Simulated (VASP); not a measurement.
NaLuSbH, 4 atoms in the cell. The structure is tetragonal, space group P4/mmm (No. 123). The conventional cell has a = 3.948 Å, b = 3.948 Å, c = 5.394 Å, α = 90.00°, β = 90.00°, γ = 90.00°. Around Na (site symmetry 4/mmm) lie 2 H at 2.70 Å and 4 Sb at 2.79 Å. Lu (site symmetry 4/mmm) has 2 Sb at 2.70 Å and 4 H at 2.79 Å as nearest neighbours. Sb (site symmetry 4/mmm) is surrounded by 2 Lu at 2.70 Å and 4 Na at 2.79 Å. Around H (site symmetry 4/mmm) lie 2 Na at 2.70 Å and 4 Lu at 2.79 Å. The cell was built by a generator and needn't be a form met in nature. The cell isn't the ideal one: random cell by space group and Wyckoff sites (P4/mmm, No. 123).

- Program: VASP 6.6.1
- Task: relaxation of cell and atoms
- Functional: PBE
- Potentials or basis: VASP PAW PBE potentials, release 64 (Na_pv, Lu, Sb, H)
- Cutoff: 600 eV
- k mesh: 4 × 4 × 4
- Occupations: gaussian, width 0.1 eV
- Spin: no spin polarisation
- Dipole correction: no
- Further INCAR settings: ALGO = Normal; EDIFF = 1e-06; IBRION = 2; EDIFFG = -0.04; NSW = 90; ISIF = 3

Potentials or basis: VASP PAW PBE potentials, release 64 (Na_pv, Lu, Sb, H).

The run is started by

```sh
$ cat potpaw_PBE.64/Na_pv/POTCAR potpaw_PBE.64/Lu/POTCAR potpaw_PBE.64/Sb/POTCAR potpaw_PBE.64/H/POTCAR > POTCAR
$ mpirun -np 1 vasp_std > vasp.out
```

Hardware: 1 thread of Intel(R) Xeon(R) Platinum 8488C (Sapphire Rapids), with other jobs on the host.

Q: Estimate the wall time of this run.

A: Wall time 3.8 min on 1 thread of Intel(R) Xeon(R) Platinum 8488C (Sapphire Rapids), on a shared host, peak memory 0.24 GiB. Counts: scf iterations 89, k points 18, ion steps 9.
